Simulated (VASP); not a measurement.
Input:

```xyz
2
Lattice="0.0000 2.1300 2.1300 2.1300 0.0000 2.1300 2.1300 2.1300 0.0000" Properties=species:S:1:pos:R:3 pbc="T T T"
Al     0.0000     0.0000     0.0000
N      1.0650     1.0650     1.0650
```

Method: PBE GGA, VASP's PBE PAW potentials (set 64) (plane waves; VASP). Numerical set-up: PREC = Normal, 500 eV cut-off, 4×4×4 Γ-centred mesh, Gaussian smearing of 0.010 eV, potentials Al_GW N_GW_new.

Give the stress tensor in GPa (positive for a compressed cell).

```
22.74   0.00   0.00
 0.00  22.74   0.00
 0.00   0.00  22.74
```
The pressure is its mean diagonal, 22.74 GPa.

The compound is AlN in the zinc blende structure, a metastable form; wurtzite is the usual one. This cell is one point of a volume scan, at 0.92 of the reference volume. The k-mesh is coarse (spacing up to 0.64 per Å, 2π included), so the numbers may not be converged in it.
